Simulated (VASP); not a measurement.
A convergence study with VASP on ZrIn (space group Pmm2): a few settings are varied, all else stays as given below, so the limit is that of these other settings. The cell's lengths are 1 % over those of the tabulated start and one atom is moved, so it is off equilibrium.

```
InZr
1.0
    3.18411     0.00000     0.00000
    0.00000     3.18411     0.00000
    0.00000     0.00000     4.51574
Zr In
1 1
Direct
  0.00000   0.00000   0.00000
  0.51903   0.50000   0.50000
```

Calculation: PBEsol GGA, VASP's PBE PAW potentials (set 64) (plane waves; VASP 6.6.1). The last row used: 900 eV cut-off, 10×10×7 Γ-centred mesh, first-order Methfessel-Paxton smearing of 0.10 eV, potentials Zr_sv In.

Energies of different potentials or hybrids have different zeros.

```csv
setting,E (eV/atom),pressure (GPa),largest force (eV/Å),plane waves
"ENCUT = 300, POTCAR Zr_sv In_d",-6.3895,-7.17,0.155,556
"ENCUT = 400, POTCAR Zr_sv In_d",-6.3885,-6.69,0.155,856
"ENCUT = 520, POTCAR Zr_sv In_d",-6.3888,-6.62,0.155,1272
"ENCUT = 700, POTCAR Zr_sv In_d",-6.3890,-6.55,0.155,1964
"ENCUT = 900, POTCAR Zr_sv In_d",-6.3889,-6.56,0.155,2826
"ENCUT = 300, POTCAR Zr_sv In",-6.3640,-6.24,0.159,556
"ENCUT = 400, POTCAR Zr_sv In",-6.3637,-6.04,0.159,856
"ENCUT = 520, POTCAR Zr_sv In",-6.3638,-5.98,0.159,1272
"ENCUT = 700, POTCAR Zr_sv In",-6.3639,-5.95,0.158,1964
"ENCUT = 900, POTCAR Zr_sv In",-6.3638,-5.96,0.158,2826
```

Left out are rungs that failed or repeat a setting and relaxations that didn't move; long series are thinned to 24 rows.

The structure comes from a computed database's ZrIn entry; how it stands against other phases isn't given here. The cell was not relaxed at this level, forces remain on its atoms. The electron count is odd and the run is not spin-polarised, which forces a metal.
